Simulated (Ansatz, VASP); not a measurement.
# Cross-check of F between VASP and Ansatz

Wanted: the spread between two codes on one cell, functional and k mesh. The structure shown is the end of the VASP relaxation below. Other levels of theory on this material are compared in a session of their own.

Method: plane waves, with VASP 6.6.1 beside it; single point at LDA, in Ansatz 0.2.0.

**1. Set-up**

The cell holds 2 atoms: 2 F. Its edges and angles: a = 12.000 Å, b = 12.500 Å, c = 13.000 Å, α = 90.0°, β = 90.0°, γ = 90.0°. Vacuum lies along a, b and c.

As a file:

```xyz
2
Lattice="12.0000 0.0000 0.0000 0.0000 12.5000 0.0000 0.0000 0.0000 13.0000" Properties=species:S:1:pos:R:3
F     6.0000    6.2500    5.8006
F     6.0000    6.2500    7.1994
```

**2. VASP: relaxation, LDA**

This run makes the geometry at which the two programs are then compared.

Lines of VASP's logs that name or quote its potential files are left out, and so is its time.

Contents of INCAR:

```
SYSTEM = F
PREC = Accurate
ENCUT = 520
EDIFF = 1E-07
NELM = 100
ISMEAR = 0
SIGMA = 0.01
LREAL = .FALSE.
ALGO = Normal
GGA = CA
NBANDS = 13
LORBIT = 11
LWAVE = .FALSE.
LCHARG = .FALSE.
NCORE = 4
IBRION = 2
NSW = 50
ISIF = 2
EDIFFG = -0.005
LASPH = .TRUE.
ISYM = 0
```

Contents of POSCAR:

```
F
1.0
   12.0000000000      0.0000000000      0.0000000000
    0.0000000000     12.5000000000      0.0000000000
    0.0000000000      0.0000000000     13.0000000000
F
2
Direct
    0.5000000000      0.5000000000      0.4457692308
    0.5000000000      0.5000000000      0.5542307692
```

Contents of KPOINTS:

```
Automatic mesh
0
Gamma
1 1 1
0 0 0
```

PAW data sets: F (LDA family, release 64).

Run with:

```bash
$ mpirun -np 4 vasp_std
```

Numbers of over 12 decimals in the logs are rounded to 6 here.

What it wrote:

```text
[banner, memory and clock lines left out]
running    4 mpi-ranks, on    1 nodes
 distrk:  each k-point on    4 cores,    1 groups
 distr:  one band on    4 cores,    1 groups

 POSCAR found type information on POSCAR F
 POSCAR found :  1 types and       2 ions
 LDA part: xc-table for (Slater(with rela. corr.)+CA(PZ))
 , standard interpolation
 POSCAR, INCAR and KPOINTS ok, starting setup
 FFT: planning ... GRIDC
 FFT: planning ... GRID_SOFT
 FFT: planning ... GRID
 WAVECAR not read
 entering main loop
       N       E                     dE             d eps       ncg     rms          rms(c)
DAV:   1     0.115755237784E+03    0.11576E+03   -0.34173E+03    42   0.526E+02
DAV:   2     0.407689404568E+02   -0.74986E+02   -0.74577E+02    34   0.136E+02
DAV:   3     0.598356331502E+00   -0.40171E+02   -0.39664E+02    52   0.503E+01
DAV:   4    -0.493530244936E+01   -0.55337E+01   -0.55016E+01    26   0.247E+01
DAV:   5    -0.505643407211E+01   -0.12113E+00   -0.12113E+00    44   0.460E+00    0.790E+00
DAV:   6    -0.434899130239E+01    0.70744E+00   -0.36244E-01    26   0.586E+00    0.444E+00
DAV:   7    -0.409986869711E+01    0.24912E+00   -0.43993E-01    36   0.655E+00    0.465E-01
DAV:   8    -0.409939157462E+01    0.47712E-03   -0.62123E-02    26   0.173E+00    0.980E-02
DAV:   9    -0.409977612383E+01   -0.38455E-03   -0.67595E-04    39   0.207E-01    0.561E-02
DAV:  10    -0.410034907425E+01   -0.57295E-03   -0.20784E-04    34   0.107E-01    0.180E-02
DAV:  11    -0.410059573599E+01   -0.24666E-03   -0.26975E-05    34   0.366E-02    0.795E-03
DAV:  12    -0.410079102005E+01   -0.19528E-03   -0.14995E-05    39   0.257E-02    0.540E-03
DAV:  13    -0.410090125979E+01   -0.11024E-03   -0.24365E-06    34   0.992E-03    0.240E-03
DAV:  14    -0.410109508338E+01   -0.19382E-03   -0.17951E-05    26   0.186E-02    0.174E-03
DAV:  15    -0.410114960492E+01   -0.54522E-04   -0.26489E-06    44   0.784E-03    0.240E-03
DAV:  16    -0.410117930648E+01   -0.29702E-04   -0.98756E-07    26   0.642E-03    0.138E-03
DAV:  17    -0.410119171399E+01   -0.12408E-04   -0.33104E-07    44   0.307E-03    0.158E-04
DAV:  18    -0.410119379103E+01   -0.20770E-05   -0.18887E-08    34   0.721E-04    0.148E-04
DAV:  19    -0.410119605143E+01   -0.22604E-05   -0.51125E-08    34   0.989E-04    0.665E-05
DAV:  20    -0.410119620713E+01   -0.15570E-06   -0.35435E-10    28   0.204E-04    0.621E-05
DAV:  21    -0.410119665704E+01   -0.44991E-06   -0.20475E-09    28   0.320E-04    0.288E-05
DAV:  22    -0.410119668985E+01   -0.32811E-07    0.90843E-10    28   0.137E-04
   1 F= -.41011967E+01 E0= -.41011967E+01  d E =-.410120E+01
 curvature:   0.00 expect dE= 0.000E+00 dE for cont linesearch  0.000E+00
 trial: gam= 0.00000 g(F)=  0.176E-01 g(S)=  0.000E+00 ort = 0.000E+00 (trialstep = 0.100E+01)
 search vector abs. value=  0.176E-01
 bond charge predicted
       N       E                     dE             d eps       ncg     rms          rms(c)
DAV:   1    -0.408083427922E+01    0.20362E-01   -0.65832E+00    26   0.228E+01    0.850E-01
DAV:   2    -0.408312559041E+01   -0.22913E-02   -0.95877E-02    26   0.290E+00    0.516E-01
DAV:   3    -0.408425021066E+01   -0.11246E-02   -0.42663E-03    44   0.563E-01    0.139E-01
DAV:   4    -0.408453522693E+01   -0.28502E-03   -0.27752E-04    26   0.128E-01    0.458E-02
DAV:   5    -0.408472263508E+01   -0.18741E-03   -0.21055E-05    26   0.341E-02    0.557E-03
DAV:   6    -0.408475826678E+01   -0.35632E-04   -0.33324E-06    44   0.118E-02    0.152E-03
DAV:   7    -0.408477198349E+01   -0.13717E-04   -0.53392E-07    44   0.420E-03    0.123E-03
DAV:   8    -0.408478728615E+01   -0.15303E-04   -0.86590E-07    44   0.467E-03    0.451E-04
DAV:   9    -0.408479585034E+01   -0.85642E-05   -0.45781E-07    44   0.311E-03    0.312E-04
DAV:  10    -0.408479797768E+01   -0.21273E-05   -0.28980E-08    34   0.104E-03    0.157E-04
DAV:  11    -0.408479981081E+01   -0.18331E-05   -0.45541E-08    44   0.928E-04    0.102E-04
DAV:  12    -0.408480043617E+01   -0.62536E-06   -0.41602E-09    26   0.328E-04    0.349E-05
DAV:  13    -0.408480075063E+01   -0.31446E-06   -0.36535E-09    26   0.290E-04    0.338E-05
DAV:  14    -0.408480088588E+01   -0.13524E-06    0.34568E-10    18   0.131E-04    0.118E-05
DAV:  15    -0.408480095914E+01   -0.73266E-07    0.83684E-10    18   0.108E-04
   2 F= -.40848010E+01 E0= -.40848010E+01  d E =0.163957E-01
 trial-energy change:    0.016396  1 .order    0.017890   -0.017647    0.053427
 step:   0.2733(harm=  0.2483)  dis= 0.00564  next Energy=    -4.103639 (dE=-0.244E-02)
 bond charge predicted
       N       E                     dE             d eps       ncg     rms          rms(c)
DAV:   1    -0.410200445436E+01   -0.17204E-01   -0.34879E+00    26   0.165E+01    0.629E-01
DAV:   2    -0.410246454270E+01   -0.46009E-03   -0.48511E-02    26   0.206E+00    0.368E-01
DAV:   3    -0.410315017564E+01   -0.68563E-03   -0.14148E-03    44   0.331E-01    0.110E-01
DAV:   4    -0.410350280119E+01   -0.35263E-03   -0.98173E-05    26   0.788E-02    0.251E-02
DAV:   5    -0.410358562410E+01   -0.82823E-04   -0.60731E-06    34   0.179E-02    0.407E-03
DAV:   6    -0.410360211383E+01   -0.16490E-04   -0.15993E-06    26   0.824E-03    0.129E-03
DAV:   7    -0.410361165420E+01   -0.95404E-05   -0.35474E-07    44   0.350E-03    0.697E-04
DAV:   8    -0.410361896826E+01   -0.73141E-05   -0.18983E-07    36   0.212E-03    0.323E-04
DAV:   9    -0.410362726352E+01   -0.82953E-05   -0.32689E-07    31   0.236E-03    0.255E-04
DAV:  10    -0.410362992473E+01   -0.26612E-05   -0.27777E-08    34   0.841E-04    0.106E-04
DAV:  11    -0.410363144134E+01   -0.15166E-05   -0.31464E-08    34   0.756E-04    0.733E-05
DAV:  12    -0.410363213664E+01   -0.69529E-06   -0.58343E-09    36   0.353E-04    0.235E-05
DAV:  13    -0.410363239250E+01   -0.25586E-06   -0.14790E-09    18   0.234E-04    0.227E-05
DAV:  14    -0.410363250551E+01   -0.11301E-06   -0.56200E-10    26   0.196E-04    0.111E-05
DAV:  15    -0.410363252993E+01   -0.24420E-07    0.13157E-09    23   0.606E-05
   3 F= -.41036325E+01 E0= -.41036325E+01  d E =-.243584E-02
 curvature:  -0.12 expect dE=-0.697E-08 dE for cont linesearch -0.697E-08
 trial: gam= 0.00000 g(F)=  0.562E-07 g(S)=  0.000E+00 ort =-0.315E-04 (trialstep = 0.855E+00)
 search vector abs. value=  0.563E-07
 reached required accuracy - stopping structural energy minimisation
```

From OUTCAR (step 2):

```text
ion  position               nearest neighbor table
   1  0.500  0.500  0.446-   2 1.41
   2  0.500  0.500  0.554-   1 1.41

 Found      1 irreducible k-points:

   k-points           NKPTS =      1   k-points in BZ     NKDIM =      1   number of bands    NBANDS=     13

   dimension x,y,z NGX =    90 NGY =   96 NGZ =   98
   dimension x,y,z NGXF=   180 NGYF=  192 NGZF=  196

   ENCUT  =  520.0 eV  38.22 Ry    6.18 a.u.  22.31 23.24 24.17*2*pi/ulx,y,z

   NELECT =      14.0000    total number of electrons

 k-points in reciprocal lattice and weights: Automatic mesh
   0.00000000  0.00000000  0.00000000       1.000

 average (electrostatic) potential at core
       1 -87.7080       2 -87.7080

 E-fermi :  -9.4581

 k-point     1 :       0.0000    0.0000    0.0000
  band No.  band energies     occupation
    ...
      3     -15.7266      2.00000
      4     -13.0811      2.00000
      5     -13.0810      2.00000
      6      -9.5093      2.00000
      7      -9.5093      2.00000
      8      -6.0007      0.00000
      9      -0.1851      0.00000
     10       0.6097      0.00000
     11       0.7661      0.00000
     12       0.8520      0.00000
    ...

  Total       -0.1093000     -0.1126974     -0.0923360     -0.0000000     -0.0000000      0.0000000
  in kB       -0.0898041     -0.0925955     -0.0758660     -0.0000000     -0.0000000      0.0000000
  external PRESSURE =      -0.0860885 kB  Pullay stress =       0.0000000 kB

  energy-cutoff  :      520.00
  volume of cell :     1950.00
      direct lattice vectors                 reciprocal lattice vectors
    12.000000000  0.000000000  0.000000000     0.083333333  0.000000000  0.000000000
     0.000000000 12.500000000  0.000000000     0.000000000  0.080000000  0.000000000
     0.000000000  0.000000000 13.000000000     0.000000000  0.000000000  0.076923077

 POSITION                                       TOTAL-FORCE (eV/Angst)
 -----------------------------------------------------------------------------------
      6.00000      6.25000      5.80064        -0.000000     -0.000000     -0.000764
      6.00000      6.25000      7.19936         0.000000      0.000000      0.000764
 -----------------------------------------------------------------------------------
    total drift:                               -0.000000      0.000000     -0.000002

  FREE ENERGIE OF THE ION-ELECTRON SYSTEM (eV)
  ---------------------------------------------------
  free  energy   TOTEN  =        -4.1036325299 eV

  energy  without entropy=       -4.1036325299  energy(sigma->0) =       -4.10363253

 reached required accuracy - stopping structural energy minimisation

 total charge
# of ion       s       p       d       tot
------------------------------------------
    1        1.756   4.118   0.000   5.875
    2        1.756   4.118   0.000   5.875
--------------------------------------------------
tot          3.513   8.237   0.000  11.749
```

CONTCAR:

```
F
   1.00000000000000
    12.0000000000000000    0.0000000000000000    0.0000000000000000
     0.0000000000000000   12.5000000000000000    0.0000000000000000
     0.0000000000000000    0.0000000000000000   13.0000000000000000
  F
     2
Direct
     0.5000000000558500    0.5000000000551102    0.4462030362983647
     0.4999999999441500    0.4999999999448898    0.5537969637016352
```

**3. Ansatz: single point, LDA**

Ansatz runs on its default PAW (the set named soft_2) files.

The same cell, functional (in two slightly different forms), mesh and smearing now go to Ansatz, which takes its cutoff from its data sets.

Contents of input.yaml:

```yaml
crystal:
  lattice:
    - [12.0, 0.0, 0.0]
    - [0.0, 12.5, 0.0]
    - [0.0, 0.0, 13.0]
  atoms:
    - { symbol: F, position: [0.5, 0.5, 0.44620304] }
    - { symbol: F, position: [0.5, 0.5, 0.55379696] }
hamiltonian:
  xc: lda
  pseudopotentials: { kind: paw }
kpoints:
  mp_grid: { grid: [1, 1, 1] }
scf:
  occupations: { method: gaussian, width: 0.01 }
  n_extra_bands: 4
output:
  forces: true
  eigenvalues: true
  write_density: true
  write_potential: true
  elf: true
  volumetric_format: npy
```

Run with:

```bash
$ ansatz run input.yaml --threads 2 --pin off --max-ram 4608MiB --backend cpu --events-out ev --progress --plain --runs-dir out
```

What it wrote:

```text
scf.n_extra_bands = 4 over 7 filled bands (N_el = 14.0): the run solves 11 bands
Engine: ansatz 0.2.0, aarch64-unknown-linux-gnu
Pseudopotentials: kind: paw
Pseudopotential: F, paw, valence charge 7, recommended cutoff 420 eV (normal), F.paw.azcp
Functional definition: SPW92
  exchange = slater_x
  correlation = pw_c
Crystal: 2 atoms, lattice volume = 1950.000 Å³
Basis set: ecut = 420 eV, 38063 PW (Γ)
Bands: 11, of which v1, the nominal top of the filled ones, is band 7 counted from 1 (6 counted from 0)
Symmetry: 8 space group operations
Space group: Pmmm (ITA 47), of the structure as read, at distance tolerance 1.2e-4 Å
k-points: 1
Non-local potential: F, projectors of the file, l = 0: 2, l = 1: 2, l = 2: 1
PAW form: soft (Blöchl's): semilocal exchange-correlation on the pseudo side does not see the compensation charge
PAW frozen core: F, regenerated for the run's functional, and the local potential with it (the file was generated under x = pbe(κ = 0.804, μ = 0.219515), c = pbe(β = 0.066725))
PAW one-centre angular grid: F, 110 points (default); XC on 64 Gauss nodes
Initial density: superposition of atomic densities (neutral atoms: chi_scale 0, normalization atom), corrected by the library's trained network
Initial wavefunctions: pseudopotential atomic-orbital guess
Functional: x = slater, c = lda
SCF iter   1: F=—  HF=-1581.387131 eV  |F-HF|=—  |Δ(HF+E_count)|=         —  Δρ=1.17e-3  dr2=1.42e-2  ethr=1.77e-3  ⟨swp⟩=5.0  Hψ=72  notcnv=0
preconditioner: auto → Resta (q_TF=auto, 1.198 Å⁻¹)  ε∞=1.1  [insulator: Δε(μ)=3.585 eV  Ē_g=10.807 eV  σ=0.010 eV  W_gap=1.00  n_scr=56 (ndim 8)  ℏωp=2.7 eV  f_vac=0.960  D(μ)=0.00/eV (n_scr^D=0)  ε∞_Penn≈1.1  vacuum switching on, ρ_ref=8.5e-3 e/Å³]
SCF iter   2: F=—  HF=-1581.383044 eV  |F-HF|=—  |Δ(HF+E_count)|=   4.09e-3  Δρ=2.22e-4  dr2=2.17e-4  ethr=1.01e-4  ⟨swp⟩=3.0  Hψ=33  notcnv=0
SCF iter   3: F=—  HF=-1581.383223 eV  |F-HF|=—  |Δ(HF+E_count)|=   1.78e-4  Δρ=1.06e-4  dr2=5.18e-5  ethr=1.55e-6  ⟨swp⟩=2.0  Hψ=22  notcnv=0
SCF iter   4: F=—  HF=-1581.383418 eV  |F-HF|=—  |Δ(HF+E_count)|=   1.95e-4  Δρ=4.52e-5  dr2=1.27e-5  ethr=3.70e-7  ⟨swp⟩=3.0  Hψ=15  notcnv=0
SCF iter   5: F=—  HF=-1581.383456 eV  |F-HF|=—  |Δ(HF+E_count)|=   3.80e-5  Δρ=9.19e-6  dr2=4.60e-7  ethr=9.09e-8  ⟨swp⟩=3.0  Hψ=19  notcnv=0
SCF iter   6: F=-1581.383460 eV  HF=-1581.383460 eV  |F-HF|=2.77e-7  |Δ(HF+E_count)|=   4.59e-6  Δρ=1.16e-6  dr2=8.12e-9  ethr=7.14e-10  ⟨swp⟩=15.0  Hψ=83  notcnv=0
SCF 1 converged in 6 iterations: F = -1581.383460 eV  dr2 = 8.12e-9
  greatest PAW one-centre occupation: 0.935 electrons in one spin orbital (limit 2), on the F atom at site 1 (counted from 0), in its partial waves of l = 0
WARN: The output density's exchange-correlation potential varies sharply where the density is thin. Do not read a vacuum level from v_tot or v_xc, or from such a field of the output density. On a cell that repeats whose density bears no net charge and no dipole along the vacuum's axis use v_es (v_loc + v_h of the components); under efield.dipole_correction with no amplitude use v_es + v_field, which holds any externa [...]
SCF converged after 6 iterations
Free energy (F): -1581.383460 eV
Harris-Foulkes:  -1581.383460 eV  (|F-HF|=2.77e-7)
Internal energy: -1581.383460 eV  (E = F + TS)
E sigma→0 (E₀):  -1581.383460 eV
Fermi energy:    -7.689563 eV
--- Per-component energies (eV) ---
  E_band       = -244.370398
  E_kinetic    = 401.577795
  E_local      = -3122.212563  (includes V_loc(G=0)·N_el)
  E_nonlocal   = 151.284171
  E_hartree    = 1325.990025
  E_xc         = -151.867421
  E_vxc        = -196.505706  (∫ρ·V_xc dr)
  E_paw        = -372.117107  (= ΣΔE_a)
  E_vpaw       = -130.498511  (= ΣTr[D̂ρ^β])
  E_aug_tail   = 0.004013  (compensation charges beyond the density's cutoff)
  E_ewald      = 185.731124
  E_core_change = 0.226503  (= ΣΔE_core)
  E_smearing   = -0.000000  (= −TS)
  E_closure    = -0.000000  (closes the sum)
  Σ components = -1581.383460   (vs F -1581.383460, Δ=0.00e0)
--- Forces (eV/Å), atoms counted from 1 ---
  atom   1  F      0.00000000     0.00000000     0.56114091
  atom   2  F      0.00000000     0.00000000    -0.56114091
  max |Σ_I F_I| component: 2.42e-27 eV/Å
--- Band table (eV) ---
  k-point 0: bands = [... 3 lower, -13.0561, -13.0561, -9.4829, -9.4829, -5.8963, -0.1707, 0.6311, 0.7820]
```

Run time: 4.3 s. Hardware: 2 threads of Arm Neoverse N1, shared host; peak memory 0.67 GiB.

The column dr2 measures how far the density is from self-consistency, as an energy; F and HF (Harris–Foulkes) agree once it is small.

**4. Differences**

Known differences besides the potentials themselves: the two LDA forms differ slightly; the cutoff is 420 eV in Ansatz and 520 eV in VASP; VASP's log shows a relativistic correction to its local exchange, Ansatz's none. Total energies have different zeros and are not compared.

The two programs side by side:

```csv
quantity,Ansatz,VASP,difference
gap on the k mesh (eV),3.587,3.509,+0.078
```

At this near-relaxed geometry the largest component of a force difference is 562 meV/Å.

**5. What the set-up changes**

Further runs change the set-up of one program: Ansatz's method, potentials or start, or VASP's data sets, cutoff or form of LDA. The table gives Ansatz less VASP for each quantity, since a change that brings one quantity closer may part another.

| run | r.m.s. force difference (meV/Å) | gap on the k mesh (eV) |
| --- | --- | --- |
| as above | 324 | 0.078 |
| cores kept as stored | 310 | 0.079 |
| Ansatz's larger PAW set (cutoff 1300 eV) | 324 | 0.094 |
| norm-conserving potentials (cutoff 1143 eV) | 272 | -0.075 |

**6. What came out**

* r.m.s. force difference (single point, LDA): 324 meV/Å
* difference in gap on the k mesh (single point, LDA): 0.078 eV

The r.m.s. force difference is 324 meV/Å (single point, LDA), beyond the 12 meV/Å picked in this series as the mark of a large difference. Single point, LDA, norm-conserving potentials (cutoff 1143 eV): the difference in gap on the k mesh goes from 0.078 to -0.075 eV. 11 further runs of this series are not shown here. Such differences can come from data sets, numerical settings and the points named under the comparisons, not from the functional's error against experiment.

[Lines on the potential files, build, host, timing and source positions are cut from VASP's logs without a mark.]

[Logs are printed without paths, hosts, clocks, repeated set-up lines and the standing remarks that a program may print on its own settings, such as how far it seeks lower states.]

[Hosts, paths, dates, database ids (printed as entryN), source tags and the programs' standing remarks are cut or masked in the printed files.]
